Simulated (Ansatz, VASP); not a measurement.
**C (Diamond) in two plane-wave programs**

Aim: how closely do two programs agree when they are given the same cell, functional and k mesh? The cell is taken from a series of runs on this material, whose earlier steps may have relaxed, scaled, displaced or heated it; both programs get it as it stands.

Main program and level: Ansatz 0.2.0; plane waves, with VASP 6.6.1 beside it; zone-centre phonons at LDA.

**1. The structure**

Symmetry: I4_1/amd, No. 141, tetragonal system. Conventional cell: a = 2.522 Å, b = 2.522 Å, c = 3.522 Å, α = 90.00°, β = 90.00°, γ = 90.00°. C has 4 C at 1.54 Å nearest.

Structure file:

```cif
data_structure
_symmetry_space_group_name_H-M 'I4_1/amd:1'
_symmetry_Int_Tables_number 141
_cell_length_a 2.5221
_cell_length_b 2.5221
_cell_length_c 3.5220
_cell_angle_alpha 90.000
_cell_angle_beta 90.000
_cell_angle_gamma 90.000
_cell_volume 22.40
loop_
_atom_site_label
_atom_site_type_symbol
_atom_site_symmetry_multiplicity
_atom_site_Wyckoff_symbol
_atom_site_fract_x
_atom_site_fract_y
_atom_site_fract_z
_atom_site_occupancy
C1 C 4 b 0.00000 0.00000 0.50000 1
```

**2. VASP: zone-centre phonons, LDA, pair 1**

Second derivatives magnify differences that forces hide, and they need a tight electronic threshold.

Lines of VASP's logs that name or quote its potential files are left out, and so is its time.

File INCAR:

```
SYSTEM = C
PREC = Accurate
ENCUT = 600
EDIFF = 1E-08
NELM = 120
ISMEAR = 0
SIGMA = 0.01
LREAL = .FALSE.
ALGO = Normal
GGA = PW92
NBANDS = 10
LORBIT = 11
LWAVE = .FALSE.
LCHARG = .FALSE.
ISIF = 2
IBRION = 8
LEPSILON = .TRUE.
LASPH = .TRUE.
GGA_COMPAT = .FALSE.
EFERMI = MIDGAP
KPAR = 2
```

File POSCAR:

```
C
1.0
    0.0000000000      1.7833906184      1.7610075777
    1.7833906184      0.0000000000      1.7610075777
    1.7833906184      1.7833906184      0.0000000000
C
2
Direct
    0.5000000000      0.5000000000      0.5000000000
    0.7500000000      0.7500000000      0.7500000000
```

File KPOINTS:

```
Automatic mesh
0
Gamma
12 12 12
0 0 0
```

The projector-augmented-wave data sets are C (LDA family, release 64).

Started as:

```bash
$ mpirun -np 2 vasp_std
```

Numbers of over 12 decimals in the logs are rounded to 6 here.

What it wrote:

```text
[banner, memory and clock lines left out]
running    2 mpi-ranks, on    1 nodes
 distrk:  each k-point on    1 cores,    2 groups
 distr:  one band on    1 cores,    1 groups

 POSCAR found type information on POSCAR C
 POSCAR found :  1 types and       2 ions
|                                                                             |
|               ----> ADVICE to this user running VASP <----                  |
|                                                                             |
|     You enforced a specific xc type in the INCAR file but a different       |
|     [... a line on the potential file left out ...]
|     I HOPE YOU KNOW WHAT YOU ARE DOING!                                     |
|                                                                             |

 LDA part: xc-table for (Slater(with rela. corr.)+PW92), standard interpolation
 POSCAR, INCAR and KPOINTS ok, starting setup
 FFT: planning ... GRIDC
 FFT: planning ... GRID_SOFT
 FFT: planning ... GRID
 WAVECAR not read
 entering main loop
       N       E                     dE             d eps       ncg     rms          rms(c)
DAV:   1     0.537310342465E+00    0.53731E+00   -0.51646E+03  3398   0.855E+02
DAV:   2    -0.207055640329E+02   -0.21243E+02   -0.20369E+02  4340   0.137E+02
DAV:   3    -0.211005281238E+02   -0.39496E+00   -0.39375E+00  3812   0.152E+01
DAV:   4    -0.211014939638E+02   -0.96584E-03   -0.96574E-03  3564   0.848E-01
DAV:   5    -0.211014954173E+02   -0.14535E-05   -0.14535E-05  3720   0.319E-02    0.576E+00
DAV:   6    -0.204864115491E+02    0.61508E+00   -0.35216E-01  3398   0.438E+00    0.333E+00
DAV:   7    -0.202718342083E+02    0.21458E+00   -0.41449E-01  3536   0.476E+00    0.724E-01
DAV:   8    -0.202716286586E+02    0.20555E-03   -0.88774E-03  3500   0.847E-01    0.259E-02
DAV:   9    -0.202716176504E+02    0.11008E-04   -0.32303E-05  3614   0.488E-02    0.192E-02
DAV:  10    -0.202716190753E+02   -0.14249E-05   -0.17638E-06  3576   0.120E-02    0.449E-03
DAV:  11    -0.202716190103E+02    0.65027E-07   -0.59700E-08  3666   0.202E-03    0.769E-04
DAV:  12    -0.202716190002E+02    0.10129E-07   -0.14924E-09  1984   0.387E-04    0.139E-04
DAV:  13    -0.202716189981E+02    0.20859E-08   -0.93485E-11  1728   0.103E-04
   1 F= -.20271619E+02 E0= -.20271619E+02  d E =0.000000E+00
 Linear response reoptimize wavefunctions to high precision
DAV:   1    -0.202716189976E+02    0.42962E-09   -0.33815E-12  1888   0.210E-05
DAV:   2    -0.202716189976E+02    0.32969E-11   -0.48595E-13  1702   0.533E-06
 Linear response G [H, r] |phi>, progress :
  Direction:   1
       N       E                     dE             d eps       ncg     rms
RMM:   1    -0.309672557514E+02   -0.30967E+02    0.46674E-01  7552   0.430E+01
RMM:   2    -0.307965985953E+02    0.17066E+00   -0.95622E-01  5148   0.857E+00
RMM:   3    -0.308077447511E+02   -0.11146E-01    0.14216E-03  5415   0.532E-01
RMM:   4    -0.308082738658E+02   -0.52911E-03    0.82858E-04  5709   0.430E-02
RMM:   5    -0.308083303556E+02   -0.56490E-04    0.30645E-04  5639   0.459E-03
RMM:   6    -0.308083078985E+02    0.22457E-04    0.53162E-04  5335   0.107E-03
RMM:   7    -0.308082930467E+02    0.14852E-04    0.68221E-04  4222   0.730E-04
RMM:   8    -0.308082932131E+02   -0.16640E-06    0.67828E-04  4078   0.701E-04
RMM:   9    -0.308082921177E+02    0.10954E-05    0.68945E-04  3822   0.700E-04
RMM:  10    -0.308082923235E+02   -0.20583E-06    0.68793E-04  3097   0.694E-04
 Linear response G [H, r] |phi>, progress :
  Direction:   2
       N       E                     dE             d eps       ncg     rms
RMM:   1    -0.285161822393E+02   -0.28516E+02   -0.21098E+00  7475   0.408E+01
RMM:   2    -0.276604698295E+02    0.85571E+00   -0.77696E-01  5121   0.757E+00
RMM:   3    -0.276640766921E+02   -0.36069E-02    0.54395E-04  5411   0.468E-01
RMM:   4    -0.276644610955E+02   -0.38440E-03    0.81124E-04  5704   0.395E-02
RMM:   5    -0.276645155338E+02   -0.54438E-04    0.30622E-04  5638   0.411E-03
RMM:   6    -0.276644955228E+02    0.20011E-04    0.50670E-04  5263   0.974E-04
RMM:   7    -0.276644780406E+02    0.17482E-04    0.68107E-04  4242   0.669E-04
RMM:   8    -0.276644781839E+02   -0.14332E-06    0.68098E-04  4046   0.648E-04
RMM:   9    -0.276644770443E+02    0.11397E-05    0.69102E-04  3766   0.647E-04
RMM:  10    -0.276644772424E+02   -0.19814E-06    0.68992E-04  3211   0.642E-04
 Linear response G [H, r] |phi>, progress :
  Direction:   3
       N       E                     dE             d eps       ncg     rms
RMM:   1    -0.298993712052E+02   -0.29899E+02    0.47095E-01  7450   0.421E+01
RMM:   2    -0.292423263006E+02    0.65704E+00   -0.88594E-01  5108   0.810E+00
RMM:   3    -0.292491434678E+02   -0.68172E-02   -0.42392E-03  5409   0.501E-01
RMM:   4    -0.292491682949E+02   -0.24827E-04   -0.45201E-05  5661   0.417E-02
RMM:   5    -0.292491682109E+02    0.83982E-07   -0.24042E-06  5595   0.459E-03
RMM:   6    -0.292491681958E+02    0.15189E-07   -0.16362E-06  5185   0.123E-03
RMM:   7    -0.292491682070E+02   -0.11294E-07   -0.17277E-06  4156   0.904E-04
RMM:   8    -0.292491682228E+02   -0.15804E-07   -0.16437E-06  3904   0.878E-04
RMM:   9    -0.292491682213E+02    0.15223E-08   -0.18510E-06  3605   0.870E-04
RMM:  10    -0.292491682097E+02    0.11657E-07   -0.16486E-06  2998   0.867E-04
[...]
RMM:   1    -0.147281468772E+00   -0.14728E+00   -0.52591E-01  7105   0.207E+00
RMM:   2    -0.150662673679E+00   -0.33812E-02   -0.89608E-04  5170   0.251E-01
RMM:   3    -0.150666510343E+00   -0.38367E-05   -0.28799E-06  5224   0.109E-02
RMM:   4    -0.150666528109E+00   -0.17766E-07   -0.14311E-08  5144   0.792E-04
RMM:   5    -0.150666528184E+00   -0.74782E-10   -0.16510E-09  3754   0.720E-05
 change of polarisation eV/A/(eV/A) component  3 :     0.109    -0.072     0.301
 dielectric tensor                  component  3 :     1.753    -1.156     5.868
 Linear response to external field, progress :
  Direction:   1
       N       E                     dE             d eps       ncg     rms          rms(c)
RMM:   1    -0.151383117703E+00   -0.15138E+00   -0.55020E-01 12462   0.210E+00
RMM:   2    -0.155069385168E+00   -0.36863E-02   -0.92486E-04  8899   0.254E-01    0.707E-01
RMM:   3    -0.152772760449E+00    0.22966E-02   -0.74906E-04  8839   0.211E-01    0.412E-01
RMM:   4    -0.157906130381E+00   -0.51334E-02   -0.11125E-03  8874   0.259E-01    0.319E-02
RMM:   5    -0.158296923934E+00   -0.39079E-03   -0.11499E-05  9080   0.267E-02    0.287E-03
RMM:   6    -0.158311138496E+00   -0.14215E-04   -0.38031E-08  9379   0.172E-03    0.153E-03
RMM:   7    -0.158314579788E+00   -0.34413E-05   -0.66799E-09  9374   0.742E-04    0.104E-04
RMM:   8    -0.158315196917E+00   -0.61713E-06   -0.72282E-10  7626   0.763E-05    0.263E-05
RMM:   9    -0.158315067827E+00    0.12909E-06   -0.64782E-10  4216   0.357E-05    0.215E-06
 change of polarisation eV/A/(eV/A) component  1 :     0.299     0.041     0.088
 dielectric tensor                  component  1 :     5.831     0.664     1.421
 Linear response to external field, progress :
  Direction:   2
       N       E                     dE             d eps       ncg     rms          rms(c)
RMM:   1    -0.151383112354E+00   -0.15138E+00   -0.55020E-01 12462   0.210E+00
RMM:   2    -0.155069384561E+00   -0.36863E-02   -0.92485E-04  8897   0.254E-01    0.707E-01
RMM:   3    -0.152774600527E+00    0.22948E-02   -0.74912E-04  8838   0.211E-01    0.412E-01
RMM:   4    -0.157906586299E+00   -0.51320E-02   -0.11126E-03  8875   0.259E-01    0.319E-02
RMM:   5    -0.158296611070E+00   -0.39002E-03   -0.11532E-05  9078   0.267E-02    0.286E-03
RMM:   6    -0.158311154547E+00   -0.14543E-04   -0.37542E-08  9376   0.172E-03    0.154E-03
RMM:   7    -0.158314572931E+00   -0.34184E-05   -0.66937E-09  9383   0.741E-04    0.104E-04
RMM:   8    -0.158315191529E+00   -0.61860E-06   -0.75770E-10  7612   0.765E-05    0.263E-05
RMM:   9    -0.158315061138E+00    0.13039E-06   -0.69638E-10  4238   0.362E-05    0.214E-06
 change of polarisation eV/A/(eV/A) component  2 :     0.041     0.299     0.001
 dielectric tensor                  component  2 :     0.664     5.831     0.016
 Linear response to external field, progress :
  Direction:   3
       N       E                     dE             d eps       ncg     rms          rms(c)
RMM:   1    -0.147281468772E+00   -0.14728E+00   -0.52591E-01  7105   0.207E+00
RMM:   2    -0.150662673661E+00   -0.33812E-02   -0.89608E-04  5170   0.251E-01    0.692E-01
RMM:   3    -0.148422134735E+00    0.22405E-02   -0.75167E-04  5135   0.210E-01    0.403E-01
RMM:   4    -0.153357113454E+00   -0.49350E-02   -0.10960E-03  5154   0.256E-01    0.331E-02
RMM:   5    -0.153768765095E+00   -0.41165E-03   -0.11847E-05  5288   0.270E-02    0.286E-03
RMM:   6    -0.153782866870E+00   -0.14102E-04   -0.38964E-08  5457   0.173E-03    0.154E-03
RMM:   7    -0.153786548066E+00   -0.36812E-05   -0.72612E-09  5456   0.754E-04    0.103E-04
RMM:   8    -0.153787107444E+00   -0.55938E-06   -0.12346E-09  4428   0.804E-05    0.261E-05
RMM:   9    -0.153786999057E+00    0.10839E-06   -0.11681E-09  2374   0.385E-05    0.209E-06
 change of polarisation eV/A/(eV/A) component  3 :     0.106    -0.070     0.291
 dielectric tensor                  component  3 :     1.717    -1.128     5.694
 Linear response DOF=           2
 Linear response progress:
  Degree of freedom:   1/  2
       N       E                     dE             d eps       ncg     rms          rms(c)
RMM:   1    -0.120128548033E+00   -0.12013E+00   -0.22036E-02 23150   0.208E+00
RMM:   2    -0.110233027481E+00    0.98955E-02   -0.21808E-03 14492   0.400E-01    0.186E-01
RMM:   3    -0.110420782787E+00   -0.18776E-03   -0.18970E-04 14406   0.110E-01    0.102E-01
RMM:   4    -0.111203164394E+00   -0.78238E-03   -0.22579E-04 14289   0.113E-01    0.132E-02
RMM:   5    -0.111158698002E+00    0.44466E-04   -0.18270E-06 15446   0.133E-02    0.970E-04
RMM:   6    -0.111158316302E+00    0.38170E-06    0.36320E-08 15555   0.820E-04    0.429E-04
RMM:   7    -0.111155817958E+00    0.24983E-05    0.31094E-09 15896   0.368E-04    0.618E-05
RMM:   8    -0.111155803053E+00    0.14905E-07   -0.86950E-09 16092   0.898E-05    0.978E-06
RMM:   9    -0.111155682903E+00    0.12015E-06   -0.95269E-09 16597   0.647E-05    0.143E-06
RMM:  10    -0.111155680233E+00    0.26696E-08   -0.12574E-08 13482   0.535E-05    0.165E-07
 first order change of Fermi-energy   0.30447E-05
 force on displaced ion       1 direction 1 : -37.380  -0.000   0.000
 Born effective charge ion    1 direction 1 :   0.000   0.000   0.000
 Linear response progress:
  Degree of freedom:   2/  2
       N       E                     dE             d eps       ncg     rms          rms(c)
RMM:   1    -0.118971948373E+00   -0.11897E+00   -0.17186E-02 13284   0.206E+00
RMM:   2    -0.110255316930E+00    0.87166E-02   -0.22559E-03  8527   0.391E-01    0.184E-01
RMM:   3    -0.110431607247E+00   -0.17629E-03   -0.18761E-04  8385   0.108E-01    0.101E-01
RMM:   4    -0.111206809752E+00   -0.77520E-03   -0.21306E-04  8301   0.111E-01    0.132E-02
RMM:   5    -0.111164933624E+00    0.41876E-04   -0.33409E-06  9053   0.134E-02    0.992E-04
RMM:   6    -0.111164299668E+00    0.63396E-06   -0.20610E-08  9067   0.848E-04    0.424E-04
RMM:   7    -0.111161684505E+00    0.26152E-05   -0.69969E-09  9296   0.409E-04    0.661E-05
RMM:   8    -0.111161627467E+00    0.57038E-07   -0.75546E-09  9360   0.976E-05    0.950E-06
RMM:   9    -0.111161513172E+00    0.11429E-06   -0.91490E-09  9754   0.721E-05    0.144E-06
RMM:  10    -0.111161513054E+00    0.11795E-09   -0.22061E-08  7572   0.611E-05    0.327E-07
 first order change of Fermi-energy   0.40487E-03
 force on displaced ion       1 direction 3 :   0.000   0.000 -37.857
 Born effective charge ion    1 direction 3 :   0.000   0.000  -0.000
 Born effective charges drift removed
 Linear response finished
```

OUTCAR, selected parts (step 2):

```text
ion  position               nearest neighbor table
   1  0.500  0.500  0.500-   2 1.54   2 1.54   2 1.54   2 1.54
   2  0.750  0.750  0.750-   1 1.54   1 1.54   1 1.54   1 1.54

  LATTYP: Found a body centered tetragonal cell.
 ALAT       =     2.5220951996
 C/A-ratio  =     1.3964640018

 Subroutine GETGRP returns: Found 16 space group operations
 (whereof  8 operations were pure point group operations)

The static configuration has the point symmetry D_2d.
 The point group associated with its full space group is D_4h.

 Found    163 irreducible k-points:

   k-points           NKPTS =    163   k-points in BZ     NKDIM =    163   number of bands    NBANDS=     10

   dimension x,y,z NGX =    20 NGY =   20 NGZ =   20
   dimension x,y,z NGXF=    40 NGYF=   40 NGZF=   40

   ENCUT  =  600.0 eV  44.10 Ry    6.64 a.u.   5.01  5.01  5.04*2*pi/ulx,y,z

   NELECT =       8.0000    total number of electrons

 k-points in reciprocal lattice and weights: Automatic mesh
   0.00000000  0.00000000  0.00000000       0.001
   0.08333333  0.00000000  0.00000000       0.005
   0.16666667 -0.00000000  0.00000000       0.005
   0.25000000  0.00000000  0.00000000       0.005
   0.33333333 -0.00000000  0.00000000       0.005
   0.41666667  0.00000000  0.00000000       0.005
   0.50000000  0.00000000  0.00000000       0.002
   0.08333333  0.08333333  0.00000000       0.001
   0.16666667  0.08333333  0.00000000       0.005
[...]
-0.33333333  0.16666667  0.50000000       0.002
  -0.25000000  0.25000000  0.50000000       0.001

 average (electrostatic) potential at core
       1 -49.3366       2 -49.3366

  Total       -0.8093146     -0.8093146      0.0094665      0.0000000      0.0000000      0.0000000
  in kB     -115.7560779   -115.7560779      1.3539873      0.0000000      0.0000000      0.0000000
  external PRESSURE =     -76.7193895 kB  Pullay stress =       0.0000000 kB

  energy-cutoff  :      600.00
  volume of cell :       11.20
      direct lattice vectors                 reciprocal lattice vectors
     0.000000000  1.783390618  1.761007578    -0.280364826  0.280364826  0.283928364
     1.783390618  0.000000000  1.761007578     0.280364826 -0.280364826  0.283928364
     1.783390618  1.783390618  0.000000000     0.280364826  0.280364826 -0.283928364

 POSITION                                       TOTAL-FORCE (eV/Angst)
 -----------------------------------------------------------------------------------
      1.78339      1.78339      1.76101        -0.000000     -0.000000      0.000000
      2.67509      2.67509      2.64151         0.000000      0.000000     -0.000000
 -----------------------------------------------------------------------------------
    total drift:                                0.000000     -0.000000      0.000000

 MACROSCOPIC STATIC DIELECTRIC TENSOR (including local field effects in DFT)
 ------------------------------------------------------
           5.830670     0.000000     0.000000
           0.000000     5.830670     0.000000
           0.000000     0.000000     5.693844
 ------------------------------------------------------

 PIEZOELECTRIC TENSOR (including local field effects)  for field in x, y, z        (C/m^2)
          XX          YY          ZZ          XY          YZ          ZX
  --------------------------------------------------------------------------------
  x    -0.00000     0.00000    -0.00000     0.00000     0.00000     0.00000
  y    -0.00000    -0.00000    -0.00000     0.00000     0.00000     0.00000
  z     0.00000     0.00000     0.00000     0.00000     0.00000     0.00000

 BORN EFFECTIVE CHARGES (including local field effects) (in |e|, cummulative output)
 ---------------------------------------------------------------------------------
 ion    1
    1     0.00000     0.00000     0.00000
    2     0.00000     0.00000     0.00000
    3     0.00000     0.00000     0.00000
 ion    2
    1     0.00000     0.00000     0.00000
    2     0.00000     0.00000     0.00000
    3     0.00000     0.00000     0.00000

 Eigenvectors and eigenvalues of the dynamical matrix
 ----------------------------------------------------

   1 f  =   39.251077 THz   246.621793 2PiTHz 1309.275014 cm-1   162.329340 meV
             X         Y         Z           dx          dy          dz
      1.783391  1.783391  1.761008     0.000000    0.000000   -0.707107
      2.675086  2.675086  2.641511     0.000000    0.000000    0.707107

   2 f  =   39.002567 THz   245.060354 2PiTHz 1300.985587 cm-1   161.301582 meV
             X         Y         Z           dx          dy          dz
      1.783391  1.783391  1.761008    -0.707107    0.000000    0.000000
      2.675086  2.675086  2.641511     0.707107    0.000000    0.000000

   3 f  =   39.002567 THz   245.060354 2PiTHz 1300.985587 cm-1   161.301582 meV
             X         Y         Z           dx          dy          dz
      1.783391  1.783391  1.761008     0.000000   -0.707107    0.000000
      2.675086  2.675086  2.641511     0.000000    0.707107    0.000000

   4 f  =    0.000000 THz     0.000000 2PiTHz    0.000000 cm-1     0.000000 meV
             X         Y         Z           dx          dy          dz
      1.783391  1.783391  1.761008     0.707107    0.000000    0.000000
      2.675086  2.675086  2.641511     0.707107    0.000000    0.000000

   5 f  =    0.000000 THz     0.000000 2PiTHz    0.000000 cm-1     0.000000 meV
             X         Y         Z           dx          dy          dz
      1.783391  1.783391  1.761008     0.000000    0.707107    0.000000
      2.675086  2.675086  2.641511     0.000000    0.707107    0.000000

   6 f  =    0.000000 THz     0.000000 2PiTHz    0.000000 cm-1     0.000000 meV
             X         Y         Z           dx          dy          dz
      1.783391  1.783391  1.761008     0.000000    0.000000    0.707107
      2.675086  2.675086  2.641511     0.000000    0.000000    0.707107

 MACROSCOPIC STATIC DIELECTRIC TENSOR IONIC CONTRIBUTION
 ------------------------------------------------------
           0.000000     0.000000     0.000000
           0.000000     0.000000     0.000000
           0.000000     0.000000     0.000000
 ------------------------------------------------------

 ELASTIC MODULI CONTR FROM IONIC RELAXATION (kBar)
 Direction    XX          YY          ZZ          XY          YZ          ZX
 --------------------------------------------------------------------------------
 XX           0.0000      0.0000      0.0000      0.0000      0.0000      0.0000
 YY           0.0000      0.0000      0.0000      0.0000      0.0000      0.0000
 ZZ           0.0000      0.0000      0.0000      0.0000      0.0000      0.0000
 XY           0.0000      0.0000      0.0000    -43.4384      0.0000     -0.0000
 YZ           0.0000      0.0000      0.0000      0.0000    -34.3065     -0.0000
 ZX           0.0000      0.0000      0.0000     -0.0000     -0.0000    -39.1923
 --------------------------------------------------------------------------------

 PIEZOELECTRIC TENSOR IONIC CONTR  for field in x, y, z        (C/m^2)
          XX          YY          ZZ          XY          YZ          ZX
  --------------------------------------------------------------------------------
  x     0.00000     0.00000     0.00000     0.00000     0.00000     0.00000
  y     0.00000     0.00000     0.00000     0.00000     0.00000     0.00000
  z     0.00000     0.00000     0.00000     0.00000     0.00000     0.00000
```

(Part 1 of 3 ends here.)

[Lines on the potential files, build, host, timing and source positions are cut from VASP's logs without a mark.]

[Logs are printed without paths, hosts, clocks, repeated set-up lines and the standing remarks that a program may print on its own settings, such as how far it seeks lower states.]

[Hosts, paths, dates, database ids (printed as entryN), source tags and the programs' standing remarks are cut or masked in the printed files.]
